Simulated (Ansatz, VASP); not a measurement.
# Cross-check of TiSi2 (Zhiqinite) between VASP and Ansatz

Aim: how closely do two programs agree when they are given the same cell, functional and k mesh? Of the first pair: The structure shown is the end of the Ansatz relaxation below.

Main program and level: Ansatz 0.2.0; plane waves, with VASP 6.6.1 beside it; single point at LDA and relaxation of cell and atoms at LDA.

## 1. The starting structure

It takes space group Fddd (No. 70, orthorhombic). The conventional cell has a = 4.558 Å, b = 7.795 Å, c = 8.205 Å, α = 90.00°, β = 90.00°, γ = 90.00°. Si has 5 Si at 2.43 to 2.64 Å and 5 Ti at 2.44 to 2.62 Å nearest. Ti has 10 Si at 2.44 to 2.62 Å nearest. Farther neighbours are not listed.

## 2. Ansatz: relaxation, LDA

Ansatz runs on its PAW soft_1 files.

This run makes the geometry at which the two programs are then compared.

Contents of input.yaml:

```yaml
crystal:
  lattice:
    - [0.0, 3.9019136201, 4.0970644931]
    - [2.2795763846, 0.0, 4.0970644931]
    - [2.2795763846, 3.9019136201, 0.0]
  atoms:
    - { symbol: Si, position: [0.0854724035, 0.4145275965, 0.0854724035] }
    - { symbol: Si, position: [0.4145275965, 0.0854724035, 0.4145275965] }
    - { symbol: Si, position: [0.1645275965, 0.8354724035, 0.1645275965] }
    - { symbol: Si, position: [0.8354724035, 0.1645275965, 0.8354724035] }
    - { symbol: Ti, position: [0.75, 0.75, 0.75] }
    - { symbol: Ti, position: [0.5, 0.5, 0.5] }
kpoints:
  mp_grid: { grid: [12, 12, 12] }
hamiltonian:
  xc: lda
  pseudopotentials: { kind: paw, azcp: { folder: soft_1 }, xc_functional: pbe }
scf:
  occupations: { method: methfessel_paxton, width: 0.2 }
output:
  forces: true
  stress: true
  eigenvalues: true
relax:
  adjacent_minimum: "off"
  f_tol: 0.001
  max_steps: 60
  cell: { stress_tol: 0.01, fix: [volume] }
```

The run is started by

```bash
$ ansatz run input.yaml --threads 8 --pin off --max-ram 16384MiB --backend cpu --events-out ev --progress --plain --runs-dir out
```

Numbers of over 12 decimals in the logs are rounded to 6 here.

What it wrote:

```text
Engine: ansatz 0.2.0, aarch64-unknown-linux-gnu
Pseudopotentials: kind: paw
Pseudopotential: Si, paw, valence charge 4, recommended cutoff 420 eV (normal), soft_1/Si.paw.azcp
Pseudopotential: Ti, paw, valence charge 12, recommended cutoff 420 eV (normal), soft_1/Ti.paw.azcp
Functional definition: SPW92
  exchange = slater_x
  correlation = pw_c
Crystal: 6 atoms, lattice volume = 72.884 Å³
Basis set: ecut = 420 eV, 1443 PW (Γ)
Bands: 26, of which v1, the nominal top of the filled ones, is band 20 counted from 1 (19 counted from 0)
Symmetry: 8 space group operations
Space group: Fddd (ITA 70), of the structure as read, at distance tolerance 4.2e-5 Å
k-points: 280 of 1728
Non-local potential: Si, projectors of the file, l = 0: 2, l = 1: 2, l = 2: 1
Non-local potential: Ti, projectors of the file, l = 0: 3, l = 1: 2, l = 2: 3, l = 3: 1
PAW form: soft (Blöchl's): semilocal exchange-correlation on the pseudo side does not see the compensation charge
PAW frozen core: Si, regenerated for the run's functional, and the local potential with it (the file was generated under x = pbe(κ = 0.804, μ = 0.219515), c = pbe(β = 0.066725))
PAW frozen core: Ti, regenerated for the run's functional, and the local potential with it (the file was generated under x = pbe(κ = 0.804, μ = 0.219515), c = pbe(β = 0.066725))
PAW one-centre angular grid: Si, 110 points (default); XC on 64 Gauss nodes
PAW one-centre angular grid: Ti, 590 points (default); XC on 64 Gauss nodes
Initial density: superposition of atomic densities (chi_scale 0.1, normalization cell, long waves kept (reshape's long-wave potential 0.00 eV rms))
Initial wavefunctions: pseudopotential atomic-orbital guess
Functional: x = slater, c = lda
SCF iter   1: F=—  HF=-7339.496983 eV  |F-HF|=—  |Δ(HF+E_count)|=         —  Δρ=4.13e-2  dr2=2.28e0  ethr=3.10e-3  ⟨swp⟩=6.2  Hψ=34466  notcnv=0
preconditioner: auto → Kerker (q_TF=auto, 2.469 Å⁻¹)  [metal: Δε(μ)=0.004 eV  Ē_g=6.892 eV  σ=0.200 eV  W_gap=0.02  n_scr=16 (ndim 8)  ℏωp=21.3 eV  f_vac=0.000  D(μ)=1.69/eV (n_scr^D=12)]
SCF iter   2: F=—  HF=-7339.032217 eV  |F-HF|=—  |Δ(HF+E_count)|=   4.65e-1  S|Δr|=    0.00e0  Δρ=2.53e-2  dr2=7.74e-1  ethr=3.10e-3  ⟨swp⟩=2.0  Hψ=10702  notcnv=0  defer=279
SCF iter   3: F=—  HF=-7338.762060 eV  |F-HF|=—  |Δ(HF+E_count)|=   2.70e-1  S|Δr|=    0.00e0  Δρ=2.92e-3  dr2=7.00e-3  ethr=1.94e-3  ⟨swp⟩=2.1  Hψ=11840  notcnv=0  defer=279
SCF iter   4: F=—  HF=-7338.759723 eV  |F-HF|=—  |Δ(HF+E_count)|=   2.34e-3  S|Δr|=    0.00e0  Δρ=8.18e-4  dr2=4.17e-4  ethr=1.75e-5  ⟨swp⟩=2.2  Hψ=11489  notcnv=0  defer=273
SCF iter   5: F=—  HF=-7338.759634 eV  |F-HF|=—  |Δ(HF+E_count)|=   8.92e-5  S|Δr|=    0.00e0  Δρ=1.25e-4  dr2=8.47e-6  ethr=1.04e-6  ⟨swp⟩=2.1  Hψ=8762  notcnv=0  defer=273
SCF iter   6: F=—  HF=-7338.759632 eV  |F-HF|=—  |Δ(HF+E_count)|=   1.78e-6  S|Δr|=    0.00e0  Δρ=2.24e-5  dr2=2.96e-7  ethr=2.12e-8  ⟨swp⟩=2.5  Hψ=10559  notcnv=0  defer=273
SCF iter   7: F=-7338.759632 eV  HF=-7338.759632 eV  |F-HF|=3.59e-9  |Δ(HF+E_count)|=   7.25e-8  S|Δr|=    0.00e0  Δρ=3.67e-6  dr2=7.86e-9  ethr=2.50e-10  ⟨swp⟩=9.6  Hψ=32611  notcnv=0
SCF 1 converged in 7 iterations: F = -7338.759632 eV  dr2 = 7.86e-9
  greatest PAW one-centre occupation: 0.998 electrons in one spin orbital (limit 2), on the Ti atom at site 5 (counted from 0), in its partial waves of l = 0
relax step   1: F+E_penalty+E_count = -7338.75963183 eV  Δ(F+E_penalty+E_count) = +0.000e0 eV  max|allowed force component| = 9.551e-3 eV/Å  Δτ_max = 0.0000 Å  P = +20.861 GPa  Ω = 72.884 Å³  fix = [volume]  reactions: volume +20.861 GPa  (7 SCF iters, dr2 threshold 1.00e-7 eV, accepted)
[...]
relax step   3: F+E_penalty+E_count = -7338.75999054 eV  Δ(F+E_penalty+E_count) = -5.036e-6 eV  max|allowed force component| = 6.525e-4 eV/Å  Δτ_max = 0.0001 Å  P = +20.790 GPa  Ω = 72.884 Å³  energy of the carried Pulay correction = +4.064e-18 eV  fix = [volume]  reactions: volume +20.790 GPa  (3 SCF iters, dr2 threshold 1.25e-8 eV, accepted)
[...]
relax step   4: F+E_penalty+E_count = -7338.75999009 eV  Δ(F+E_penalty+E_count) = +4.515e-7 eV  max|allowed force component| = 1.723e-3 eV/Å  Δτ_max = 0.0002 Å  P = +20.789 GPa  Ω = 72.884 Å³  energy of the carried Pulay correction = +4.064e-18 eV  fix = [volume]  (4 SCF iters, dr2 threshold 3.36e-10 eV, rejected (line search))
[...]
relax step   5: F+E_penalty+E_count = -7338.75999076 eV  Δ(F+E_penalty+E_count) = -2.192e-7 eV  max|allowed force component| = 5.793e-5 eV/Å  Δτ_max = 0.0001 Å  P = +20.790 GPa  Ω = 72.884 Å³  energy of the carried Pulay correction = -6.096e-18 eV  fix = [volume]  reactions: volume +20.790 GPa  (5 SCF iters, accepted)
[...]
relax step   6: F+E_penalty+E_count = -7338.75999163 eV  Δ(F+E_penalty+E_count) = -8.642e-7 eV  max|allowed force component| = 5.860e-5 eV/Å  Δτ_max = 0.0000 Å  P = +20.790 GPa  Ω = 72.884 Å³  fix = [volume]  reactions: volume +20.790 GPa  stress off target by 1.88e-3 GPa on what of the cell is left free  SCF on the basis re-selected at this cell (its energy is not comparable with the rows above)  (3 SCF iters)
basis re-selected at this cell: Δ(F+E_penalty+E_count) = -8.642e-7 eV, ΔP = +0.000 GPa vs the last step (what re-selecting the basis moved, of the pressure what is left beyond the Pulay correction that the steps carried, after the strain that the cell walked since its last selection, with what the two solves' SCF thresholds leave and, on support functions, any second-order correction that the steps lacked; it is no m [...]
SCF converged after 3 iterations
Stability not checked: this state was not tested for a lower state beside it, because cold or Methfessel-Paxton smearing, or corrected tetrahedra, fill the levels in a way that the test cannot read (fill_not_monotonic; see scf.lower_state_search)
Free energy (F): -7338.759992 eV
Harris-Foulkes:  -7338.759992 eV  (|F-HF|=1.82e-12)
Internal energy: -7338.760643 eV  (E = F + TS)
E sigma→0 (E₀):  -7338.760154 eV
Entropy (-TS):   0.000651 eV (0.109 meV/atom)
Fermi energy:    14.468611 eV
--- Per-component energies (eV) ---
  E_band       = -133.268499
  E_kinetic    = 757.882291
  E_local      = -1995.509265  (includes V_loc(G=0)·N_el)
  E_nonlocal   = 229.096246
  E_hartree    = 870.049675
  E_xc         = -470.465744
  E_vxc        = -503.269491  (∫ρ·V_xc dr)
  E_paw        = -3930.383076  (= ΣΔE_a)
  E_vpaw       = -361.567586  (= ΣTr[D̂ρ^β])
  E_aug_tail   = -0.000010  (compensation charges beyond the density's cutoff)
  E_ewald      = -2800.419985
  E_core_change = 0.989225  (= ΣΔE_core)
  E_smearing   = 0.000651  (= −TS)
  E_closure    = 0.000000  (closes the sum)
  Σ components = -7338.759992   (vs F -7338.759992, Δ=0.00e0)
--- Forces (eV/Å), atoms counted from 1 ---
  atom   1  Si     0.00000000    -0.00005860     0.00000000
  atom   2  Si     0.00000000     0.00005860    -0.00000000
  atom   3  Si     0.00000000     0.00005860     0.00000000
  atom   4  Si     0.00000000    -0.00005860     0.00000000
  atom   5  Ti     0.00000000     0.00000000     0.00000000
  atom   6  Ti     0.00000000     0.00000000     0.00000000
  max |Σ_I F_I| component: 0.00e0 eV/Å
--- Stress (GPa, compression-positive) ---
       20.791822       0.000000       0.000000
        0.000000      20.789031       0.000000
        0.000000       0.000000      20.788959
  P = ⅓ Tr σ = 20.7899 GPa (207.899 kbar)
--- Band table (eV; the first three rows and the last of 280) ---
  k-point 0: bands = [... 16 lower, 11.9260, 12.5698, 12.7749, 13.1366, 13.3872, 16.8438, 18.1584, 18.3752, ... 2 higher]
  k-point 1: bands = [... 16 lower, 11.9728, 12.4821, 12.9813, 13.1346, 13.3783, 16.7513, 18.1795, 18.3365, ... 2 higher]
  k-point 2: bands = [... 16 lower, 12.3435, 12.4965, 13.1862, 13.2396, 13.5025, 16.4925, 17.9425, 18.0141, ... 2 higher]
  k-point 279: bands = [... 16 lower, 12.9469, 12.9469, 13.3403, 13.3403, 15.2419, 15.2419, 18.2676, 18.2676, ... 2 higher]
--- Relaxed structure (5 steps of the walk, 4 accepted, 1 SCFs on fresh bases) ---
  F+E_penalty+E_count = -7338.75999163 eV   max|allowed force component| = 5.860e-5 eV/Å   (the final SCF, on the basis selected at the relaxed cell)
  cell:  # Å, volume = 72.8844 Å³
    - [0.0, 3.897674, 4.102352]
    - [2.279115, 0.0, 4.102352]
    - [2.279115, 3.897674, 0.0]
  atoms:
    - { symbol: Si, position: [0.085395, 0.414605, 0.085395] }
    - { symbol: Si, position: [0.414605, 0.085395, 0.414605] }
    - { symbol: Si, position: [0.164605, 0.835395, 0.164605] }
    - { symbol: Si, position: [0.835395, 0.164605, 0.835395] }
    - { symbol: Ti, position: [0.750000, 0.750000, 0.75] }
    - { symbol: Ti, position: [0.5, 0.5, 0.5] }
```

## 3. VASP: single point, LDA, pair 1

The same cell, functional (in two slightly different forms), mesh and smearing now go to VASP, with its own data sets.

Lines of VASP's logs that name or quote its potential files are left out, and so is its time.

Contents of INCAR:

```
SYSTEM = TiSi2
PREC = Accurate
ENCUT = 500
EDIFF = 1E-06
NELM = 120
ISMEAR = 1
SIGMA = 0.2
LREAL = .FALSE.
ALGO = Normal
GGA = PW92
NBANDS = 26
LASPH = .TRUE.
LORBIT = 11
LWAVE = .FALSE.
LCHARG = .FALSE.
ISIF = 2
GGA_COMPAT = .FALSE.
KPAR = 2
```

Contents of POSCAR:

```
TiSi2
1.0
    0.0000000000      3.8976738949      4.1023517844
    2.2791147975      0.0000000000      4.1023517844
    2.2791147975      3.8976738949      0.0000000000
Si Ti
4 2
Direct
    0.0853950512      0.4146049488      0.0853950512
    0.4146049488      0.0853950512      0.4146049488
    0.1646049488      0.8353950512      0.1646049488
    0.8353950512      0.1646049488      0.8353950512
    0.7500000000      0.7500000000      0.7500000000
    0.5000000000      0.5000000000      0.5000000000
```

Contents of KPOINTS:

```
Automatic mesh
0
Gamma
12 12 12
0 0 0
```

The projector-augmented-wave data sets are Si and Ti_sv (LDA family, release 64).

The run is started by

```bash
$ mpirun -np 2 vasp_std
```

What it wrote:

```text
[banner, memory and clock lines left out]
running    2 mpi-ranks, on    1 nodes
 distrk:  each k-point on    1 cores,    2 groups
 distr:  one band on    1 cores,    1 groups

 POSCAR found type information on POSCAR SiTi
 POSCAR found :  2 types and       6 ions
|                                                                             |
|               ----> ADVICE to this user running VASP <----                  |
|                                                                             |
|     You enforced a specific xc type in the INCAR file but a different       |
|     [... a line on the potential file left out ...]
|     I HOPE YOU KNOW WHAT YOU ARE DOING!                                     |
|                                                                             |

 LDA part: xc-table for (Slater(with rela. corr.)+PW92), standard interpolation
 POSCAR, INCAR and KPOINTS ok, starting setup
 FFT: planning ... GRIDC
 FFT: planning ... GRID_SOFT
 FFT: planning ... GRID
 WAVECAR not read
 entering main loop
       N       E                     dE             d eps       ncg     rms          rms(c)
DAV:   1     0.390407169100E+03    0.39041E+03   -0.18870E+04 14568   0.163E+03
DAV:   2     0.108105667254E+01   -0.38933E+03   -0.38276E+03 14580   0.470E+02
DAV:   3    -0.442812238483E+02   -0.45362E+02   -0.44502E+02 25562   0.132E+02
DAV:   4    -0.472105195766E+02   -0.29293E+01   -0.29189E+01 19820   0.317E+01
DAV:   5    -0.473764878867E+02   -0.16597E+00   -0.16593E+00 23164   0.658E+00    0.223E+01
DAV:   6    -0.448111378425E+02    0.25654E+01   -0.27740E+01 20514   0.423E+01    0.767E+00
DAV:   7    -0.444828544301E+02    0.32828E+00   -0.45402E+00 19582   0.172E+01    0.632E+00
DAV:   8    -0.444272096861E+02    0.55645E-01   -0.45130E-01 21506   0.541E+00    0.813E-01
DAV:   9    -0.444270644044E+02    0.14528E-03   -0.63935E-02 19944   0.209E+00    0.541E-01
DAV:  10    -0.444281007547E+02   -0.10364E-02   -0.33365E-03 20434   0.489E-01    0.206E-01
DAV:  11    -0.444282106471E+02   -0.10989E-03   -0.10865E-03 22468   0.269E-01    0.104E-01
DAV:  12    -0.444282063250E+02    0.43221E-05   -0.40119E-04 20168   0.176E-01    0.254E-02
DAV:  13    -0.444282031421E+02    0.31828E-05   -0.39012E-05 19398   0.616E-02    0.122E-02
DAV:  14    -0.444282029909E+02    0.15126E-06   -0.30544E-06 17416   0.150E-02
   1 F= -.44428203E+02 E0= -.44428427E+02  d E =0.671810E-03
```

Parts of OUTCAR (step 3):

```text
ion  position               nearest neighbor table
   1  0.085  0.415  0.085-   3 2.43   3 2.43   6 2.44   6 2.44   2 2.57   5 2.61   5 2.62   5 2.62
                             2 2.64   2 2.64   4 3.05   4 3.05   4 3.05   4 3.05
   2  0.415  0.085  0.415-   4 2.43   4 2.43   6 2.44   6 2.44   1 2.57   5 2.61   5 2.62   5 2.62
                             1 2.64   1 2.64   3 3.05   3 3.05   3 3.05   3 3.05
   3  0.165  0.835  0.165-   1 2.43   1 2.43   5 2.44   5 2.44   4 2.57   6 2.61   6 2.62   6 2.62
                             4 2.64   4 2.64   2 3.05   2 3.05   2 3.05   2 3.05
   4  0.835  0.165  0.835-   2 2.43   2 2.43   5 2.44   5 2.44   3 2.57   6 2.61   6 2.62   6 2.62
                             3 2.64   3 2.64   1 3.05   1 3.05   1 3.05   1 3.05
   5  0.750  0.750  0.750-   4 2.44   3 2.44   4 2.44   3 2.44   1 2.61   2 2.61   2 2.62   2 2.62
                             1 2.62   1 2.62
   6  0.500  0.500  0.500-   1 2.44   2 2.44   1 2.44   2 2.44   3 2.61   4 2.61   3 2.62   3 2.62
                             4 2.62   4 2.62

  LATTYP: Found a face centered orthorhombic cell.
 ALAT       =     4.5582295950
 B/A-ratio  =     1.7101700622
 C/A-ratio  =     1.7999759332

 Subroutine GETGRP returns: Found  8 space group operations
 (whereof  4 operations were pure point group operations)

The static configuration has the point symmetry D_2 .
 The point group associated with its full space group is D_2h.

 Found    280 irreducible k-points:

   k-points           NKPTS =    280   k-points in BZ     NKDIM =    280   number of bands    NBANDS=     26

   dimension x,y,z NGX =    42 NGY =   36 NGZ =   36
   dimension x,y,z NGXF=    84 NGYF=   72 NGZF=   72

   ENCUT  =  500.0 eV  36.75 Ry    6.06 a.u.  10.32  8.56  8.23*2*pi/ulx,y,z

   NELECT =      40.0000    total number of electrons

 k-points in reciprocal lattice and weights: Automatic mesh
   0.00000000  0.00000000  0.00000000       0.001
   0.08333333 -0.00000000  0.00000000       0.005
   0.16666667  0.00000000  0.00000000       0.005
   0.25000000  0.00000000  0.00000000       0.005
   0.33333333  0.00000000  0.00000000       0.005
   0.41666667  0.00000000  0.00000000       0.005
   0.50000000  0.00000000  0.00000000       0.002
   0.08333333  0.08333333  0.00000000       0.001
   0.16666667  0.08333333  0.00000000       0.005
[...]
-0.08333333  0.41666667  0.50000000       0.001
   0.00000000  0.50000000  0.50000000       0.001

 average (electrostatic) potential at core
       1 -78.6651       2 -78.6651       3 -78.6651       4 -78.6651       5 -67.7366
       6 -67.7366

 E-fermi :  11.8655

 k-point     1 :       0.0000    0.0000    0.0000
  band No.  band energies     occupation
    ...
     17       9.3238      2.00000
     18       9.9750      2.00000
     19      10.1804      2.00000
     20      10.5424      2.00000
     21      10.7883      2.00000
     22      14.2342     -0.00000
     23      15.5471     -0.00000
     24      15.7608     -0.00000
     25      16.0014      0.00000
     26      16.0699      0.00000

 k-point     2 :       0.0833   -0.0000    0.0000
  band No.  band energies     occupation
    ...
     17       9.3786      2.00000
     18       9.8860      2.00000
     19      10.3843      2.00000
     20      10.5399      2.00000
     21      10.7793      2.00000
     22      14.1420     -0.00000
     23      15.5700     -0.00000
     24      15.7266     -0.00000
     25      15.8738      0.00000
     26      16.0540      0.00000

 k-point     3 :       0.1667    0.0000    0.0000
  band No.  band energies     occupation
    ...
     17       9.7478      2.00000
     18       9.8980      2.00000
     19      10.5895      2.00000
     20      10.6410      2.00000
     21      10.9027      2.00000
     22      13.8841     -0.00000
     23      15.3351     -0.00000
     24      15.4057     -0.00000
     25      15.6116     -0.00000
     26      15.7626     -0.00000

  Total        9.4695133      9.4682277      9.4992268      0.0000000      0.0000000      0.0000000
  in kB      208.1630504    208.1347906    208.8162261      0.0000000      0.0000000      0.0000000
  external PRESSURE =     208.3713557 kB  Pullay stress =       0.0000000 kB

  energy-cutoff  :      500.00
  volume of cell :       72.88
      direct lattice vectors                 reciprocal lattice vectors
     0.000000000  3.897673895  4.102351784    -0.219383421  0.128281640  0.121881308
     2.279114798  0.000000000  4.102351784     0.219383421 -0.128281640  0.121881308
     2.279114798  3.897673895  0.000000000     0.219383421  0.128281640 -0.121881308

 POSITION                                       TOTAL-FORCE (eV/Angst)
 -----------------------------------------------------------------------------------
      1.13956      0.66568      2.05118        -0.000000     -0.000283     -0.000000
      1.13956      3.23199      2.05118        -0.000000      0.000283     -0.000000
      2.27911      1.28315      4.10235        -0.000000      0.000283      0.000000
      2.27911      6.51219      4.10235        -0.000000     -0.000283      0.000000
      3.41867      5.84651      6.15353        -0.000000     -0.000000      0.000000
      2.27911      3.89767      4.10235         0.000000     -0.000000     -0.000000
 -----------------------------------------------------------------------------------
    total drift:                               -0.000000     -0.000000      0.000000

  FREE ENERGIE OF THE ION-ELECTRON SYSTEM (eV)
  ---------------------------------------------------
  free  energy   TOTEN  =       -44.4282029909 eV

  energy  without entropy=      -44.4288748010  energy(sigma->0) =      -44.42842693

 total charge
# of ion       s       p       d       tot
------------------------------------------
    1        0.778   0.955   0.000   1.733
    2        0.778   0.955   0.000   1.733
    3        0.778   0.955   0.000   1.733
    4        0.778   0.955   0.000   1.733
    5        2.204   6.229   2.267  10.699
    6        2.204   6.229   2.267  10.699
--------------------------------------------------
tot          7.521  16.277   4.533  28.331

[... 3 further parts left out ...]
```

The run ends at a pressure of 20.84 GPa, with forces up to 2.8e-4 eV/Å.

## 4. Comparison

Known differences besides the potentials themselves: the cutoff is 420 eV in Ansatz and 500 eV in VASP; VASP's log shows a relativistic correction to its local exchange, Ansatz's none; Ansatz's pressure holds a Pulay correction, VASP's none. Total energies have different zeros and are not compared.

Both answers:

| quantity | Ansatz | VASP | difference |
| --- | --- | --- | --- |
| pressure (GPa) | 20.79 | 20.84 | -0.05 |

[end of part 1 of 2]

[Lines on the potential files, build, host, timing and source positions are cut from VASP's logs without a mark.]

[Logs are printed without paths, hosts, clocks, repeated set-up lines and the standing remarks that a program may print on its own settings, such as how far it seeks lower states.]

[Hosts, paths, dates, database ids (printed as entryN), source tags and the programs' standing remarks are cut or masked in the printed files.]
